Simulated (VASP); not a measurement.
All values below come from r2SCAN meta-GGA, VASP's PBE PAW potentials (set 64) (plane waves; VASP 6.6.1).

VASP ran on this input.

### INCAR
```
LMIXTAU  =  .TRUE.
LREAL  =  .FALSE.
PREC  =  Accurate
LCHARG  =  .FALSE.
METAGGA  =  R2SCAN
ISMEAR  =  0
ALGO  =  Normal   # blocked Davidson
SYSTEM  =  LiF
ENCUT  =  600   # plane-wave cut-off (eV)
LWAVE  =  .FALSE.
NELM  =  100   # most electronic steps
EDIFF  =  1E-7   # SCF stop (eV)
LASPH  =  .TRUE.
SIGMA  =  0.05
ISIF  =  2   # forces and stress, cell fixed
```

File KPOINTS:
```
Automatic
0
G
 10 10 10
```

**POSCAR**
```
LiF
2.8138250
  0.0000000000   0.7071068076   0.7071068076
  0.7141778756   0.0000000000   0.7071068076
  0.7141778756   0.7071068076   0.0000000000
Li F
1 1
Direct
  0.0000000000   0.0000000000   0.0000000000
  0.5000000000   0.5000000000   0.5000000000
```

POTCAR, in this order: Li_sv F (PBE.64 set). Program: vasp_std.

Problem. Estimate the energy per atom (σ→0), pressure, band gap (on the k-mesh).

Solution. 
The energy per atom (σ→0) is -5.954 eV/atom, the band gap (on the k-mesh) is 10.52 eV and the pressure is -12.1 kbar.

### OSZICAR
```
...
DAV:  13    -0.119072940367E+02   -0.23550E-03   -0.12153E-03  1843   0.451E-01    0.141E-02
DAV:  14    -0.119074912890E+02   -0.19725E-03   -0.85337E-05  1886   0.150E-01    0.334E-03
DAV:  15    -0.119074920943E+02   -0.80528E-06   -0.95038E-07  2523   0.150E-02    0.301E-03
DAV:  16    -0.119074938466E+02   -0.17523E-05   -0.49487E-07  1979   0.884E-03    0.900E-04
DAV:  17    -0.119074934206E+02    0.42602E-06   -0.15305E-07  1918   0.571E-03    0.538E-05
DAV:  18    -0.119074940302E+02   -0.60966E-06   -0.56888E-09  1049   0.119E-03    0.121E-05
DAV:  19    -0.119074939468E+02    0.83408E-07   -0.69931E-10   974   0.401E-04
   1 F= -.11907494E+02 E0= -.11907494E+02  d E =-.426185E-26
```

The compound is LiF in the rock salt structure. This cell was strained or had an atom moved on purpose.
